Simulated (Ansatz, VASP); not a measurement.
Two plane-wave programs on Hf2Bi2O

```
Hf Bi O
1.0
     5.29605    0.00000    0.00000
    -2.64803    4.58652    0.00000
     0.00000    0.00000    6.75487
Hf Bi O
2 2 1
Direct
  0.00000 0.00000 0.78605
  0.00000 0.00000 0.21395
  0.33333 0.66667 0.00000
  0.66667 0.33333 0.00000
  0.00000 0.00000 0.50000
```

Alike in both runs: functional PBE; k mesh 6 × 6 × 2; occupations gaussian, width 0.1 eV; no spin polarisation.

Ansatz relaxed the structure, and its values are those at the end. VASP's run is a single point on that final structure, the one shown.

```csv
,VASP,Ansatz
version,VASP 6.6.1,Ansatz 0.2.0
potentials or method,"VASP PAW PBE potentials, release 64 (Hf_pv, Bi_d, O)","scalar-relativistic, plane waves, PAW"
plane-wave cutoff (eV),520,420
valence electrons in the cell,56,88
```

|  | VASP | Ansatz | Ansatz less VASP |
| --- | --- | --- | --- |
| gap on the k mesh at the Fermi level (eV) | none | none | - |
| pressure (GPa) | -0.3 | -0.1 | +0.25 |
| rms of the force components (eV/Å) | 0.037 | 0.010 | -0.0271 |

A gap of «none» marks a metal or a gap that the smearing closes. The two sets of potentials don't hold the same shells in valence.

Caveats: the k mesh is coarse (spacing up to 0.47 Å⁻¹), so the values aren't converged; spin-orbit coupling is left out, which moves the levels of the heavy elements.
